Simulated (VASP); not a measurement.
# Ge2Sb2Te5: formation energy of Bi on the Te site, part 4 of 6

Wanted: what Bi on the Te site costs in Ge2Sb2Te5 and how the lattice relaxes round it. The start is a computed cell from the Materials Project.

VASP 6.6.1, plane waves and PAW; the level of theory is named at each step.

So far. Step 3 (Relax the host again, on a new basis): The start already met the threshold, so nothing moved. Step 4 (The perfect supercell): The host is treated as a metal, as its relaxation found a gap under 0.3 eV or none, and only the neutral defect is run.

## Step 5: Reference Bi

This step: PBEsol; plane waves and PAW (Bi) (VASP 6.6.1).

System of this step: Bi. The structure is trigonal, space group R-3m (No. 166). Conventional cell: a = 4.543 Å, b = 4.543 Å, c = 11.880 Å, α = 90.00°, β = 90.00°, γ = 120.00°. Bi has 6 Bi at 3.11 to 3.48 Å nearest.

The reference for Bi is its crystal, relaxed at the cutoff of the large cell.

INCAR reads:

```
SYSTEM = Bi
PREC = Normal
ENCUT = 300
EDIFF = 1E-05
NELM = 120
ISMEAR = 1
SIGMA = 0.1
LREAL = Auto
ALGO = Fast
GGA = PS
NBANDS = 11
LORBIT = 11
LWAVE = .FALSE.
LCHARG = .FALSE.
KPAR = 4
LASPH = .TRUE.
IBRION = 2
NSW = 25
ISIF = 3
EDIFFG = -0.02
POTIM = 0.4
```

POSCAR reads:

```
Bi
1.0
    4.1716091133     -2.2716023873      0.0000000000
    4.1716091133      2.2716023873      0.0000000000
    2.9346338201      0.0000000000      3.7350266856
Bi
2
Direct
    0.7630000000      0.7630000000      0.7630000000
    0.2370000000      0.2370000000      0.2370000000
```

KPOINTS reads:

```
Automatic mesh
0
Gamma
7 7 7
0 0 0
```

The projector-augmented-wave data sets are Bi (PBE family, release 64).

Started as:

```sh
$ mpirun -np 4 vasp_std
```

Output:

```text
[banner, memory and clock lines left out]
running    4 mpi-ranks, on    1 nodes
 distrk:  each k-point on    1 cores,    4 groups
 distr:  one band on    1 cores,    1 groups

 POSCAR found type information on POSCAR Bi
 POSCAR found :  1 types and       2 ions
|                                                                             |
|               ----> ADVICE to this user running VASP <----                  |
|                                                                             |
|     You have a (more or less) 'small supercell' and for smaller cells       |
|     it is recommended to use the reciprocal-space projection scheme!        |
|     The real-space optimization is not efficient for small cells and it     |
|     is also less accurate ...                                               |
|     Therefore, set LREAL=.FALSE. in the INCAR file.                         |
|                                                                             |

 [... a notice as in an earlier step ...]

 LDA part: xc-table for (Slater+PW92), standard interpolation
 POSCAR, INCAR and KPOINTS ok, starting setup
 FFT: planning ... GRIDC
 FFT: planning ... GRID_SOFT
 FFT: planning ... GRID
 WAVECAR not read
 entering main loop
       N       E                     dE             d eps       ncg     rms          rms(c)
DAV:   1     0.251334758721E+02    0.25133E+02   -0.27412E+03   968   0.458E+02
DAV:   2    -0.692846702771E+01   -0.32062E+02   -0.31346E+02  1386   0.826E+01
DAV:   3    -0.856749306402E+01   -0.16390E+01   -0.16336E+01  1178   0.226E+01
DAV:   4    -0.860593044989E+01   -0.38437E-01   -0.38435E-01  1229   0.345E+00
DAV:   5    -0.860641317105E+01   -0.48272E-03   -0.48272E-03  1184   0.398E-01    0.245E+00
RMM:   6    -0.859461026843E+01    0.11803E-01   -0.29229E-03   974   0.332E-01    0.145E+00
RMM:   7    -0.858799608663E+01    0.66142E-02   -0.10516E-02  1026   0.587E-01    0.123E-01
RMM:   8    -0.858814892141E+01   -0.15283E-03   -0.95398E-04  1042   0.201E-01    0.607E-02
RMM:   9    -0.858818029801E+01   -0.31377E-04   -0.17221E-04   986   0.812E-02    0.376E-02
RMM:  10    -0.858817550471E+01    0.47933E-05   -0.37204E-05   851   0.333E-02
   1 F= -.85881755E+01 E0= -.85884500E+01  d E =-.858818E+01
 curvature:   0.00 expect dE= 0.000E+00 dE for cont linesearch  0.000E+00
 trial: gam= 0.00000 g(F)=  0.210E-02 g(S)=  0.228E-01 ort = 0.000E+00 (trialstep = 0.100E+01)
 search vector abs. value=  0.249E-01
 bond charge predicted
       N       E                     dE             d eps       ncg     rms          rms(c)
DAV:   1    -0.861622915097E+01   -0.28049E-01   -0.52945E-01  1052   0.324E+00    0.523E-01
RMM:   2    -0.860406576877E+01    0.12163E-01   -0.19229E-02   968   0.908E-01    0.301E-01
RMM:   3    -0.859733498966E+01    0.67308E-02   -0.13039E-02   968   0.603E-01    0.417E-02
RMM:   4    -0.859747588923E+01   -0.14090E-03   -0.14069E-03   968   0.255E-01    0.355E-02
RMM:   5    -0.859752540603E+01   -0.49517E-04   -0.31797E-04   996   0.109E-01    0.248E-02
RMM:   6    -0.859754249199E+01   -0.17086E-04   -0.65189E-05   830   0.472E-02    0.707E-03
RMM:   7    -0.859754277385E+01   -0.28186E-06   -0.14881E-05   666   0.220E-02
   2 F= -.85975428E+01 E0= -.85977709E+01  d E =-.936727E-02
[... from here on, the cycles between the ionic steps are left out ...]
   3 F= -.85982582E+01 E0= -.85984926E+01  d E =-.100827E-01
   4 F= -.85991511E+01 E0= -.85993759E+01  d E =-.892938E-03
   5 F= -.86000646E+01 E0= -.86002121E+01  d E =-.180636E-02
   6 F= -.86001116E+01 E0= -.86002610E+01  d E =-.185343E-02
   7 F= -.86001014E+01 E0= -.86002541E+01  d E =-.184319E-02
   8 F= -.86001057E+01 E0= -.86002564E+01  d E =-.184744E-02
   9 F= -.86001811E+01 E0= -.86003308E+01  d E =-.754136E-04
  10 F= -.86001936E+01 E0= -.86003444E+01  d E =-.879620E-04
  11 F= -.86001585E+01 E0= -.86003106E+01  d E =-.528954E-04
  12 F= -.86001822E+01 E0= -.86003335E+01  d E =-.765234E-04
  13 F= -.86001869E+01 E0= -.86003377E+01  d E =-.812601E-04
  14 F= -.86001884E+01 E0= -.86003389E+01  d E =-.827160E-04
  15 F= -.86001884E+01 E0= -.86003390E+01  d E =-.827862E-04
 curvature:  -0.38 expect dE=-0.465E-04 dE for cont linesearch -0.365E-06
 trial: gam= 1.67327 g(F)=  0.499E-04 g(S)=  0.737E-04 ort =-0.963E-05 (trialstep = 0.412E+00)
 search vector abs. value=  0.359E-03
 bond charge predicted
       N       E                     dE             d eps       ncg     rms          rms(c)
DAV:   1    -0.860022767482E+01   -0.39083E-04   -0.10021E-03  1040   0.154E-01    0.828E-03
RMM:   2    -0.860022943700E+01   -0.17622E-05   -0.37053E-05   831   0.358E-02
  16 F= -.86002294E+01 E0= -.86003822E+01  d E =-.409997E-04
 ZBRENT: can't locate minimum, use default step
 trial-energy change:   -0.000041  1 .order   -0.000040   -0.000044   -0.000035
 step:   1.6463(harm=  1.9768)  dis= 0.00363  next Energy=    -8.600295 (dE=-0.106E-03)
 reached required accuracy - stopping structural energy minimisation
```

Elapsed: 17 s, on 4 MPI ranks of AMD EPYC 7R13 (Zen 3), shared host; peak memory 0.47 GiB.

OUTCAR, selected parts (step 5):

```text
   k-points           NKPTS =     44   k-points in BZ     NKDIM =     44   number of bands    NBANDS=     11

   ENCUT  =  300.0 eV  22.05 Ry    4.70 a.u.   6.71  6.71  6.71*2*pi/ulx,y,z

   NELECT =      10.0000    total number of electrons

 E-fermi :   5.2212

 k-point     1 :       0.0000    0.0000    0.0000
  band No.  band energies     occupation
      1      -7.8680      2.00000
      2      -2.0106      2.00000
      3       3.8871      2.00000
      4       4.0564      2.00000
      5       4.0564      2.00000
      6       8.0644      0.00000
      7       8.4044      0.00000
      8       8.4044      0.00000
      9      10.8434      0.00000
     10      10.9206      0.00000
    ...

  Total        0.0159704      0.0240752      0.0231862      0.0000000      0.0000000     -0.0026842
  in kB        0.3727671      0.5619438      0.5411945      0.0000000      0.0000000     -0.0626520
  external PRESSURE =       0.4919685 kB  Pullay stress =       0.0000000 kB

 POSITION                                       TOTAL-FORCE (eV/Angst)
 -----------------------------------------------------------------------------------
      8.37795     -0.00000      2.77463        -0.018262      0.000000     -0.006048
      2.59855     -0.00000      0.86059         0.018262     -0.000000      0.006048
 -----------------------------------------------------------------------------------
    total drift:                               -0.000000      0.000000     -0.000000

  FREE ENERGIE OF THE ION-ELECTRON SYSTEM (eV)
  ---------------------------------------------------
  free  energy   TOTEN  =        -8.6002294370 eV

  energy  without entropy=       -8.6006877850  energy(sigma->0) =       -8.60038222

[... 2 parts as in an earlier step ...]

[... 14 further parts left out ...]
```

The data set Bi keeps the semicore shell frozen, which is cheaper and a little less accurate.

Step by step:

| step | energy less that of the first step (eV) | largest force (eV/Å) | pressure (GPa) | volume (Å³) |
| --- | --- | --- | --- | --- |
| 1 | 0.0000 | 0.1649 | -1.38 | 70.79 |
| 2 | -0.0094 | 0.0431 | 0.48 | 68.32 |
| 3 | -0.0101 | 0.0021 | 0.09 | 68.82 |
| 4 | -0.0110 | 0.0087 | 0.05 | 68.84 |
| 5 | -0.0119 | 0.0272 | -0.08 | 68.90 |
| 6 | -0.0119 | 0.0241 | -0.07 | 68.89 |
| 7 | -0.0119 | 0.0227 | -0.05 | 68.89 |
| 8 | -0.0119 | 0.0213 | -0.07 | 68.89 |
| 9 | -0.0120 | 0.0245 | 0.03 | 68.74 |
| 10 | -0.0120 | 0.0248 | 0.01 | 68.67 |
| 11 | -0.0120 | 0.0273 | 0.14 | 68.53 |
| 12 | -0.0120 | 0.0266 | 0.11 | 68.61 |
| 13 | -0.0120 | 0.0261 | 0.11 | 68.63 |
| 14 | -0.0120 | 0.0257 | 0.10 | 68.65 |
| 15 | -0.0120 | 0.0254 | 0.08 | 68.66 |
| 16 | -0.0121 | 0.0192 | 0.05 | 68.64 |

| conventional cell, symmetrised | before | after | change |
| --- | --- | --- | --- |
| a (Å) | 4.543 | 4.535 | -0.2 % |
| b (Å) | 4.543 | 4.535 | -0.2 % |
| c (Å) | 11.880 | 11.563 | -2.7 % |
| volume (Å³/atom) | 35.39 | 34.32 | -3.0 % |

The relaxed structure:

```
Bi
1.0
     4.07039   -2.26740   -0.03096
     4.07039    2.26740   -0.03096
     2.83571    0.00000    3.69715
Bi
2
Cartesian
  8.3779 0.0000 2.7746
  2.5985 0.0000 0.8606
```

Numbers from this step:

```
electronic cycles       : 56
electrons               : 10
free energy (TOTEN)     : -8.600 eV
energy at zero smearing : -8.600 eV
Fermi energy            : 5.221 eV
```

The run ended after 16 ionic steps, 0.012 eV below its first step, once forces and stress met EDIFFG = -0.02.

A spacing of under 0.3 eV between levels on this mesh is not given as a gap, since the run was smeared as a metal.

Energy at zero smearing: -8.60038 eV.

## Step 6: Reference Te

This step: PBEsol; plane waves and PAW (Te) (VASP 6.6.1).

System of this step: Te. The structure is trigonal, space group P3_121 (No. 152). The conventional cell has a = 4.601 Å, b = 4.601 Å, c = 5.900 Å, α = 90.00°, β = 90.00°, γ = 120.00°. Nearest to Te lie 2 Te at 2.84 Å.

The reference for Te is its crystal, relaxed at the cutoff of the large cell.

INCAR, as its differences from that of step 5:

```diff
@@ -1,2 +1,2 @@
-SYSTEM = Bi
+SYSTEM = Te
 PREC = Normal
@@ -5,3 +5,3 @@
 NELM = 120
-ISMEAR = 1
+ISMEAR = 0
 SIGMA = 0.1
@@ -10,3 +10,3 @@
 GGA = PS
-NBANDS = 11
+NBANDS = 15
 LORBIT = 11
```

POSCAR reads:

```
Te
1.0
    4.6013525159      0.0000000000      0.0000000000
   -2.3006762580      3.9848881706      0.0000000000
    0.0000000000      0.0000000000      5.9000620010
Te
3
Direct
    0.2566971700      0.0000000000      0.3333333300
    0.0000000000      0.2566971700      0.6666666700
    0.7433028300      0.7433028300      0.0000000000
```

KPOINTS reads:

```
Automatic mesh
0
Gamma
7 7 5
0 0 0
```

The projector-augmented-wave data sets are Te (PBE family, release 64).

Started as:

```sh
$ mpirun -np 4 vasp_std
```

Output:

```text
[banner, memory and clock lines left out]
running    4 mpi-ranks, on    1 nodes
 distrk:  each k-point on    1 cores,    4 groups
 distr:  one band on    1 cores,    1 groups

 POSCAR found type information on POSCAR Te
 POSCAR found :  1 types and       3 ions
 [... a notice as in an earlier step ...]

 [... a notice as in an earlier step ...]

 LDA part: xc-table for (Slater+PW92), standard interpolation
 POSCAR, INCAR and KPOINTS ok, starting setup
 FFT: planning ... GRIDC
 FFT: planning ... GRID_SOFT
 FFT: planning ... GRID
 WAVECAR not read
 entering main loop
       N       E                     dE             d eps       ncg     rms          rms(c)
DAV:   1     0.541769091527E+02    0.54177E+02   -0.46638E+03   960   0.608E+02
DAV:   2    -0.709338431924E+01   -0.61270E+02   -0.58588E+02  1304   0.118E+02
DAV:   3    -0.104439613334E+02   -0.33506E+01   -0.33413E+01  1156   0.318E+01
DAV:   4    -0.105103085331E+02   -0.66347E-01   -0.66344E-01  1499   0.523E+00
DAV:   5    -0.105106299418E+02   -0.32141E-03   -0.32141E-03  1191   0.303E-01    0.118E+01
RMM:   6    -0.104773049744E+02    0.33325E-01   -0.19161E-02   960   0.711E-01    0.730E+00
RMM:   7    -0.104652849251E+02    0.12020E-01   -0.41490E-02   960   0.119E+00    0.207E-01
RMM:   8    -0.104647493390E+02    0.53559E-03   -0.64893E-03   960   0.555E-01    0.604E-02
RMM:   9    -0.104648116612E+02   -0.62322E-04   -0.83270E-04   975   0.239E-01    0.555E-02
RMM:  10    -0.104648131343E+02   -0.14732E-05   -0.13231E-04   959   0.974E-02    0.169E-02
RMM:  11    -0.104648176806E+02   -0.45463E-05   -0.43498E-05   810   0.514E-02
   1 F= -.10464818E+02 E0= -.10464818E+02  d E =-.104648E+02
 curvature:   0.00 expect dE= 0.000E+00 dE for cont linesearch  0.000E+00
 trial: gam= 0.00000 g(F)=  0.387E-02 g(S)=  0.431E-01 ort = 0.000E+00 (trialstep = 0.100E+01)
 search vector abs. value=  0.469E-01
 bond charge predicted
       N       E                     dE             d eps       ncg     rms          rms(c)
DAV:   1    -0.105658113231E+02   -0.10100E+00   -0.17042E+00   988   0.586E+00    0.136E+00
RMM:   2    -0.105151881829E+02    0.50623E-01   -0.64426E-02   960   0.141E+00    0.697E-01
RMM:   3    -0.104931702814E+02    0.22018E-01   -0.55061E-02   960   0.110E+00    0.505E-01
RMM:   4    -0.104934972860E+02   -0.32700E-03   -0.45719E-03   960   0.428E-01    0.508E-01
RMM:   5    -0.104935606775E+02   -0.63391E-04   -0.59602E-04   961   0.165E-01    0.519E-01
RMM:   6    -0.104939019594E+02   -0.34128E-03   -0.13318E-03   964   0.171E-01    0.681E-01
RMM:   7    -0.105055808491E+02   -0.11679E-01   -0.46052E-02  1330   0.942E-01    0.244E+00
RMM:   8    -0.104962151536E+02    0.93657E-02   -0.93068E-03  1201   0.456E-01    0.134E+00
RMM:   9    -0.104935204245E+02    0.26947E-02   -0.53877E-03  1117   0.319E-01    0.335E-01
RMM:  10    -0.104935483081E+02   -0.27884E-04   -0.17793E-04   954   0.832E-02    0.289E-01
RMM:  11    -0.104934607099E+02    0.87598E-04   -0.17421E-04   960   0.623E-02    0.135E-01
RMM:  12    -0.104934501683E+02    0.10542E-04   -0.14305E-04   960   0.564E-02    0.289E-02
RMM:  13    -0.104934490851E+02    0.10832E-05   -0.13039E-05   616   0.259E-02
   2 F= -.10493449E+02 E0= -.10493449E+02  d E =-.286314E-01
[... from here on, the cycles between the ionic steps are left out ...]
   3 F= -.10494497E+02 E0= -.10494497E+02  d E =-.296790E-01
   4 F= -.10521514E+02 E0= -.10521514E+02  d E =-.270170E-01
   5 F= -.10560655E+02 E0= -.10560654E+02  d E =-.661581E-01
   6 F= -.10548279E+02 E0= -.10548271E+02  d E =-.537828E-01
   7 F= -.10570604E+02 E0= -.10570602E+02  d E =-.761078E-01
   8 F= -.10567846E+02 E0= -.10567844E+02  d E =0.275834E-02
   9 F= -.10577491E+02 E0= -.10577488E+02  d E =-.688623E-02
  10 F= -.10577494E+02 E0= -.10577491E+02  d E =-.688930E-02
  11 F= -.10575819E+02 E0= -.10575817E+02  d E =-.521453E-02
  12 F= -.10577494E+02 E0= -.10577491E+02  d E =-.688905E-02
  13 F= -.10578020E+02 E0= -.10578017E+02  d E =-.526449E-03
 ZBRENT: can't locate minimum, use default step
 trial-energy change:   -0.000526  1 .order   -0.000524   -0.000575   -0.000473
 step:   5.9016(harm=  8.2988)  dis= 0.01269  next Energy=   -10.579112 (dE=-0.162E-02)
 bond charge predicted
       N       E                     dE             d eps       ncg     rms          rms(c)
DAV:   1    -0.105792846919E+02   -0.12629E-02   -0.13966E-01   960   0.193E+00    0.182E-01
RMM:   2    -0.105791737392E+02    0.11095E-03   -0.50908E-03   960   0.447E-01    0.836E-02
RMM:   3    -0.105789325328E+02    0.24121E-03   -0.75787E-04   960   0.188E-01    0.519E-02
RMM:   4    -0.105789145686E+02    0.17964E-04   -0.15112E-04   960   0.844E-02    0.453E-02
RMM:   5    -0.105789160418E+02   -0.14732E-05   -0.22453E-05   699   0.360E-02
  14 F= -.10578916E+02 E0= -.10578909E+02  d E =-.142250E-02
 curvature:  -3.60 expect dE=-0.849E-04 dE for cont linesearch -0.513E-04
 trial: gam=-0.13672 g(F)=  0.174E-04 g(S)=  0.621E-05 ort = 0.742E-04 (trialstep = 0.236E+01)
 search vector abs. value=  0.105E-04
 reached required accuracy - stopping structural energy minimisation
```

The job ended after 28 s (4 MPI ranks; peak memory 0.57 GiB).

OUTCAR, selected parts (step 6):

```text
   k-points           NKPTS =     32   k-points in BZ     NKDIM =     32   number of bands    NBANDS=     15

   ENCUT  =  300.0 eV  22.05 Ry    4.70 a.u.   6.50  6.50  8.33*2*pi/ulx,y,z

   NELECT =      18.0000    total number of electrons

 E-fermi :   6.6032

 k-point     1 :       0.0000    0.0000    0.0000
  band No.  band energies     occupation
    ...
      5       3.9313      2.00000
      6       3.9313      2.00000
      7       4.7553      2.00000
      8       4.7553      2.00000
      9       5.4087      2.00000
     10       7.5385      0.00000
     11       7.5385      0.00000
     12       8.2060      0.00000
     13      11.3438      0.00000
     14      11.3439      0.00000
    ...

  Total        0.0002391      0.0002391      0.0219757     -0.0000000      0.0000000      0.0000000
  in kB        0.0039774      0.0039774      0.3655324     -0.0000000      0.0000000      0.0000000
  external PRESSURE =       0.1244957 kB  Pullay stress =       0.0000000 kB

 POSITION                                       TOTAL-FORCE (eV/Angst)
 -----------------------------------------------------------------------------------
      1.22782      0.00000      1.98243         0.012249      0.000000      0.000000
      3.71062      1.06333      3.96487        -0.006125      0.010608      0.000000
      1.54835      2.68182      0.00000        -0.006125     -0.010608     -0.000000
 -----------------------------------------------------------------------------------
    total drift:                                0.000006      0.000002      0.000000

  FREE ENERGIE OF THE ION-ELECTRON SYSTEM (eV)
  ---------------------------------------------------
  free  energy   TOTEN  =       -10.5789160418 eV

  energy  without entropy=      -10.5789010748  energy(sigma->0) =      -10.57890856

[... 1 part as in an earlier step ...]

[... 15 further parts left out ...]
```

CONTCAR:

```
Te
   1.00000000000000
     4.3245278121696993    0.0000000000034506    0.0000000000000000
    -2.1622639061288527    3.7451509447613840    0.0000000000000000
     0.0000000000000000    0.0000000000000000    5.9472981875278865
  Te
     3
Direct
     0.2839209170768257    0.0000000000000021    0.3333333300000021
     0.9999999999999986    0.2839209170768190    0.6666666699999979
     0.7160790829231755    0.7160790829231790    0.0000000000000000
```

After so large a change of volume the plane waves of the start cell no longer fit, so the final stress carries a basis-set error. The run keeps the 6 symmetry operations of its start, so it cannot find a distortion of lower symmetry.

Step by step:

| step | energy less that of the first step (eV) | largest force (eV/Å) | pressure (GPa) | volume (Å³) |
| --- | --- | --- | --- | --- |
| 1 | 0.0000 | 0.1829 | -1.55 | 108.18 |
| 2 | -0.0286 | 0.3854 | 0.01 | 103.86 |
| 3 | -0.0297 | 0.4318 | 0.44 | 102.87 |
| 4 | -0.0567 | 0.3561 | 0.41 | 101.28 |
| 5 | -0.0958 | 0.2151 | 0.62 | 97.89 |
| 6 | -0.0835 | 0.0287 | 2.24 | 91.19 |
| 7 | -0.1058 | 0.1481 | 1.03 | 95.30 |
| 8 | -0.1030 | 0.0505 | -1.32 | 98.98 |
| 9 | -0.1127 | 0.0521 | -0.10 | 96.96 |
| 10 | -0.1127 | 0.0541 | -0.12 | 96.93 |
| 11 | -0.1110 | 0.1009 | 0.46 | 96.12 |
| 12 | -0.1127 | 0.0569 | -0.04 | 96.88 |
| 13 | -0.1132 | 0.0470 | -0.03 | 96.74 |
| 14 | -0.1141 | 0.0122 | 0.01 | 96.32 |

| conventional cell, symmetrised | before | after | change |
| --- | --- | --- | --- |
| a (Å) | 4.601 | 4.325 | -6.0 % |
| b (Å) | 4.601 | 4.325 | -6.0 % |
| c (Å) | 5.900 | 5.947 | +0.8 % |
| volume (Å³/atom) | 36.06 | 32.11 | -11.0 % |

The atoms that moved most (Å, as changes of fractional coordinates times the final cell):

| atom | dx | dy | dz | length |
| --- | --- | --- | --- | --- |
| Te2 | -0.059 | 0.102 | 0.000 | 0.118 |
| Te1 | 0.118 | 0.000 | 0.000 | 0.118 |
| Te3 | -0.059 | -0.102 | 0.000 | 0.118 |

Final coordinates:

```xyz
3
Lattice="4.3245 0.0000 0.0000 -2.1623 3.7452 0.0000 0.0000 0.0000 5.9473" Properties=species:S:1:pos:R:3 pbc="T T T"
Te    1.2278    0.0000    1.9824
Te   -0.6139    1.0633    3.9649
Te    1.5484    2.6818    0.0000
```

Numbers from this step:

- electronic cycles: 100
- electrons: 18
- free energy (TOTEN): -10.58 eV
- Fermi energy: 6.603 eV
- gap on the k-mesh: 0.4481 eV
- least direct gap on the k-mesh: 0.6182 eV

The run ended after 14 ionic steps, 0.114 eV below its first step, once forces and stress met EDIFFG = -0.02.

Energy at zero smearing: -10.57891 eV.

(Part 4 of 6 ends here.)

[Lines on the potential files, build, host, timing and source positions are cut from VASP's logs without a mark.]

[Logs are printed without paths, hosts, clocks, repeated set-up lines and the standing remarks that a program may print on its own settings, such as how far it seeks lower states.]

[Hosts, paths, dates, database ids (printed as entryN), source tags and the programs' standing remarks are cut or masked in the printed files.]

[In band tables of VASP the shares of atoms and orbitals are scaled to a sum of 1 inside the atoms' spheres.]

[Runs that stopped without an error message from VASP are left out.]
